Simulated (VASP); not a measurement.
```xyz
3
Lattice="1.5850 -2.7453 0.0000 1.5850 2.7453 0.0000 0.0000 0.0000 3.5300" Properties=species:S:1:pos:R:3 pbc="T T T"
Zr     0.0000     0.0000     0.0000
B      1.5850     0.9151     1.7650
B      1.5850    -0.9151     1.7650
```

Method: PBE GGA, VASP's PBE PAW potentials (set 64) (plane waves; VASP 6.6.1). Run with 520 eV cut-off, 8×8×7 Γ-centred mesh, first-order Methfessel-Paxton smearing of 0.10 eV, potentials Zr_sv B.

Task: Give the stress tensor in GPa (positive for a compressed cell).

Result: 
```
0.86  0.00  0.00
0.00  0.86  0.00
0.00  0.00  1.60
```
The pressure is its mean diagonal, 1.11 GPa.

The compound is ZrB2 in the AlB2 type structure. The cell was not relaxed at this level.
